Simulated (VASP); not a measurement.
RbHg6, 7 atoms in the cell. The structure is cubic, space group Fm-3m (No. 225). Conventional cell: a = 10.176 Å, b = 10.176 Å, c = 10.176 Å, α = 90.00°, β = 90.00°, γ = 90.00°. Around Rb (site symmetry m-3m) lie 12 Hg at 3.60 Å. Hg (site symmetry mmm) is surrounded by 8 Hg at 3.60 Å and 2 Rb at 3.60 Å. The cell was built by a generator and needn't be a form met in nature. The cell isn't the ideal one: species swapped into the Zn6Mo type (Fm-3m, No. 225).

```yaml
Program: VASP 6.6.1
Task: single point
Functional: PBE
Potentials_or_basis: VASP PAW PBE potentials, release 64 (Rb_sv, Hg)
Cutoff: 520 eV
k_mesh: 6 × 6 × 6
Occupations: gaussian, width 0.1 eV
Spin: no spin polarisation
Dipole_correction: no
Further_INCAR_settings: ALGO = Fast; EDIFF = 1e-07; NBANDS = 50
```

Potentials or basis: VASP PAW PBE potentials, release 64 (Rb_sv, Hg).

The run is started by

```sh
$ cat potpaw_PBE.64/Rb_sv/POTCAR potpaw_PBE.64/Hg/POTCAR > POTCAR
$ mpirun -np 1 vasp_std > vasp.out
```

Hardware: 1 thread of Intel(R) Xeon(R) 6975P-C (Granite Rapids), on a shared host.

Task: Estimate the wall time of this run.

Result: It took 4.3 min on 1 thread of Intel(R) Xeon(R) 6975P-C (Granite Rapids), with other jobs on the host, peak memory 0.49 GiB. Counts: scf iterations 20, k points 16.
